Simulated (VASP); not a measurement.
Output of a VASP run:

OUTCAR:
```
 ion  position               nearest neighbor table
   1  0.000  0.000  0.000-   2 2.37   2 2.37   2 2.37   2 2.37
   2  0.250  0.250  0.250-   1 2.37   1 2.37   1 2.37   1 2.37
  LATTYP: Found a face centered cubic cell.
 ALAT       =     5.4802264654
 Subroutine PRICEL returns:
 Original cell was already a primitive cell.
 Subroutine GETGRP returns: Found 24 space group operations
The static configuration has the point symmetry T_d .
The dynamic configuration has the point symmetry T_d .
 Subroutine INISYM returns: Found 24 space group operations
 Subroutine IBZKPT returns following result:
 Found     29 irreducible k-points:

 Following reciprocal coordinates:
            Coordinates               Weight
  0.000000  0.000000  0.000000      1.000000
  0.125000  0.000000  0.000000      8.000000
  0.250000  0.000000  0.000000      8.000000
  0.375000  0.000000  0.000000      8.000000
  0.500000  0.000000  0.000000      4.000000
  0.125000  0.125000  0.000000      6.000000
  0.250000  0.125000  0.000000     24.000000
  0.375000  0.125000  0.000000     24.000000
  0.500000  0.125000  0.000000     24.000000
 -0.375000  0.125000  0.000000     24.000000
 -0.250000  0.125000  0.000000     24.000000
 -0.125000  0.125000  0.000000     12.000000
  0.250000  0.250000  0.000000      6.000000
  0.375000  0.250000  0.000000     24.000000
  0.500000  0.250000  0.000000     24.000000
 -0.375000  0.250000  0.000000     24.000000
 -0.250000  0.250000  0.000000     12.000000
  0.375000  0.375000  0.000000      6.000000
  0.500000  0.375000  0.000000     24.000000
 -0.375000  0.375000  0.000000     12.000000
  0.500000  0.500000  0.000000      3.000000
  0.375000  0.250000  0.125000     24.000000
  0.500000  0.250000  0.125000     48.000000
 -0.375000  0.250000  0.125000     24.000000
  0.500000  0.375000  0.125000     24.000000
 -0.375000  0.375000  0.125000     48.000000
 -0.250000  0.375000  0.125000     24.000000
 -0.375000  0.500000  0.125000     12.000000
 -0.250000  0.500000  0.250000      6.000000
   k-points           NKPTS =     29   k-points in BZ     NKDIM =     29   number of bands    NBANDS=     13
   number of dos      NEDOS =    301   number of ions     NIONS =      2
   total plane-waves  NPLWV =  21952
   dimension x,y,z NGX =    28 NGY =   28 NGZ =   28
   dimension x,y,z NGXF=    56 NGYF=   56 NGZF=   56
   ions per type =               1   1
   PREC   = accura    normal or accurate (medium, high low for compatibility)
   ISTART =      0    job   : 0-new  1-cont  2-samecut
   ICHARG =      2    charge: 1-file 2-atom 10-const
   ISPIN  =      1    spin polarized calculation?
   LNONCOLLINEAR =      F non collinear calculations
   LSORBIT =      F    spin-orbit coupling
   INIWAV =      1    electr: 0-lowe 1-rand  2-diag
   ENCUT  =  500.0 eV  36.75 Ry    6.06 a.u.   7.07  7.07  7.07*2*pi/ulx,y,z
   NELM   =    100;   NELMIN=  2; NELMDL= -5     # of ELM steps
   EDIFF  = 0.1E-05   stopping-criterion for ELM
   LREAL  =      F    real-space projection
   NLSPLINE    = F    spline interpolate recip. space projectors
   LMAXMIX     =    4 max onsite mixed and CHGCAR
   VOSKOWN=      0    Vosko Wilk Nusair interpolation
   EDIFFG = -.2E-01   stopping-criterion for IOM
   NSW    =     40    number of steps for IOM
   NBLOCK =      1;   KBLOCK =     40    inner block; outer block
   IBRION =      2    ionic relax: 0-MD 1-quasi-New 2-CG
   NFREE  =      1    steps in history (QN), initial steepest desc. (CG)
   ISIF   =      3    stress and relaxation
   ISYM   =      2    0-nonsym 1-usesym 2-fastsym
   TEIN   =    0.0    initial temperature
   TEBEG  =    0.0;   TEEND  =   0.0 temperature during run
   SMASS  =  -3.00    Nose mass-parameter (am)
   PSTRESS=  300.0 pullay stress
   NELECT =      18.0000    total number of electrons
   EFERMI =   0.00;   METHOD = LEGACY
   ISMEAR =     0;   SIGMA  =   0.05  broadening in eV -4-tet -1-fermi 0-gaus
   IALGO  =     38    algorithm
...
```

File OSZICAR:
```
...
DAV:   5    -0.980760755578E+01   -0.10637E-01   -0.10636E-01  1121   0.333E+00    0.815E+00
DAV:   6    -0.930784744166E+01    0.49976E+00   -0.78434E-01  1087   0.196E+01    0.467E+00
DAV:   7    -0.923722626832E+01    0.70621E-01   -0.30142E-01  1015   0.587E+00    0.143E+00
DAV:   8    -0.923130217714E+01    0.59241E-02   -0.29497E-02  1047   0.263E+00    0.745E-01
DAV:   9    -0.923087963661E+01    0.42254E-03   -0.17748E-03  1005   0.775E-01    0.327E-01
DAV:  10    -0.923091332644E+01   -0.33690E-04   -0.22713E-04  1193   0.235E-01    0.164E-01
DAV:  11    -0.923090656229E+01    0.67642E-05   -0.12874E-04  1151   0.236E-01    0.169E-01
DAV:  12    -0.923089801339E+01    0.85489E-05   -0.22161E-05   919   0.687E-02    0.285E-02
DAV:  13    -0.923089803646E+01   -0.23064E-07   -0.23219E-06   750   0.113E-02
   1 F= -.15263672E+01 E0= -.15263672E+01  d E =-.152637E+01
       N       E                     dE             d eps       ncg     rms          rms(c)
DAV:   1    -0.146350978219E+02   -0.54042E+01   -0.12591E+02   964   0.242E+02    0.244E+01
DAV:   2    -0.810356592444E+01    0.65315E+01   -0.17037E+01   914   0.169E+02    0.488E+00
DAV:   3    -0.756868730078E+01    0.53488E+00   -0.12078E+00  1012   0.257E+01    0.520E+00
DAV:   4    -0.751567524570E+01    0.53012E-01   -0.17175E-01  1075   0.434E+00    0.295E+00
DAV:   5    -0.750953973218E+01    0.61355E-02   -0.15110E-02  1060   0.286E+00    0.816E-01
DAV:   6    -0.750994729823E+01   -0.40757E-03   -0.36315E-03  1201   0.100E+00    0.257E-01
DAV:   7    -0.751001227480E+01   -0.64977E-04   -0.41963E-04  1166   0.310E-01    0.142E-01
DAV:   8    -0.750999828415E+01    0.13991E-04   -0.58284E-05  1092   0.130E-01    0.599E-02
DAV:   9    -0.750999862462E+01   -0.34047E-06   -0.24264E-06   775   0.257E-02
   2 F= -.11596701E+01 E0= -.11596701E+01  d E =0.366697E+00
       N       E                     dE             d eps       ncg     rms          rms(c)
DAV:   1    -0.118275347103E+02   -0.43175E+01   -0.81142E+01   959   0.271E+02    0.104E+01
DAV:   2    -0.939895059480E+01    0.24286E+01   -0.51388E+00   989   0.583E+01    0.437E+00
DAV:   3    -0.890077417540E+01    0.49818E+00   -0.16323E+00   987   0.338E+01    0.182E+00
DAV:   4    -0.889893264734E+01    0.18415E-02   -0.12558E-01   909   0.419E+00    0.111E+00
DAV:   5    -0.888956968827E+01    0.93630E-02   -0.68400E-03   932   0.887E-01    0.710E-01
DAV:   6    -0.888703722250E+01    0.25325E-02   -0.17976E-03  1068   0.528E-01    0.285E-01
DAV:   7    -0.888687422621E+01    0.16300E-03   -0.77550E-04   974   0.454E-01    0.795E-02
DAV:   8    -0.888685392800E+01    0.20298E-04   -0.80326E-05   919   0.241E-01    0.255E-02
DAV:   9    -0.888685442070E+01   -0.49269E-06   -0.47603E-06   784   0.225E-02
   3 F= -.16034506E+01 E0= -.16034506E+01  d E =-.770834E-01
       N       E                     dE             d eps       ncg     rms          rms(c)
DAV:   1    -0.886955115105E+01    0.17303E-01   -0.25946E-02   964   0.415E+00    0.250E-01
DAV:   2    -0.886858015424E+01    0.97100E-03   -0.20384E-03   984   0.140E+00    0.762E-02
DAV:   3    -0.886842945629E+01    0.15070E-03   -0.40555E-04  1012   0.573E-01    0.545E-02
DAV:   4    -0.886842789722E+01    0.15591E-05   -0.27165E-05   789   0.565E-02    0.397E-02
DAV:   5    -0.886842394662E+01    0.39506E-05   -0.27652E-06   849   0.226E-02    0.174E-02
DAV:   6    -0.886842351004E+01    0.43658E-06   -0.43809E-07   407   0.978E-03
   4 F= -.16036256E+01 E0= -.16036256E+01  d E =-.772584E-01
```

**OUTCAR**
```
------------------------ aborting loop because EDIFF is reached ----------------------------------------
  FORCE on cell =-STRESS in cart. coord.  units (eV):
  Direction    XX          YY          ZZ          XY          YZ          ZX
  --------------------------------------------------------------------------------------
  Total        7.2570567      7.2570567      7.2570567     -0.0000000      0.0000000     -0.0000000
  in kB      299.6803266    299.6803266    299.6803266     -0.0000000      0.0000000     -0.0000000
  external PRESSURE =      -0.3196734 kB  Pullay stress =     300.0000000 kB
  volume of cell :       38.80
      direct lattice vectors                 reciprocal lattice vectors
    -0.000000000  2.686958482  2.686958482    -0.186084007  0.186084007  0.186084007
     2.686958482  0.000000000  2.686958482     0.186084007 -0.186084007  0.186084007
     2.686958482  2.686958482  0.000000000     0.186084007  0.186084007 -0.186084007
  FREE ENERGIE OF THE ION-ELECTRON SYSTEM (eV)
  ---------------------------------------------------
  free  energy   TOTEN  =        -8.8684235100 eV

  energy  without entropy=       -8.8684235100  energy(sigma->0) =       -8.86842351
  enthalpy is  TOTEN    =        -1.6036256303 eV   P V=        7.2647978797

 reached required accuracy - stopping structural energy minimisation
```
(Selected blocks of OUTCAR.)

File POSCAR:
```
InP
1
    0.0000000000     2.7401132327     2.7401132327
    2.7401132327     0.0000000000     2.7401132327
    2.7401132327     2.7401132327     0.0000000000
In P
1 1
Direct
  0.0000000000   0.0000000000   0.0000000000
  0.2500000000   0.2500000000   0.2500000000
```

Task: Reconstruct the remaining input files.

Result: One answer among several that fit: the input of the run itself, LDA (Ceperley-Alder, Perdew-Zunger), plane waves, VASP's LDA PAW potentials (set 64).

INCAR:
```
SYSTEM = InP
PREC = Accurate
ENCUT = 500
EDIFF = 1E-6
NELM = 100
ALGO = Normal
LREAL = .FALSE.
LASPH = .TRUE.
ISMEAR = 0
SIGMA = 0.05
LMAXMIX = 4
LWAVE = .FALSE.
LCHARG = .FALSE.
IBRION = 2
ISIF = 3
NSW = 40
EDIFFG = -0.02
PSTRESS = 300
```

### KPOINTS
```
Automatic mesh
0
Gamma
8 8 8
0 0 0
```

POTCAR, in this order: In_d P (LDA.64 set). Program: vasp_std.

Energy and stress use the plane-wave basis of the starting cell.

The compound is InP in the zinc blende structure. This run relaxes it under an external pressure of 30 GPa. Symmetry was kept, so distortions that lower it aren't found.
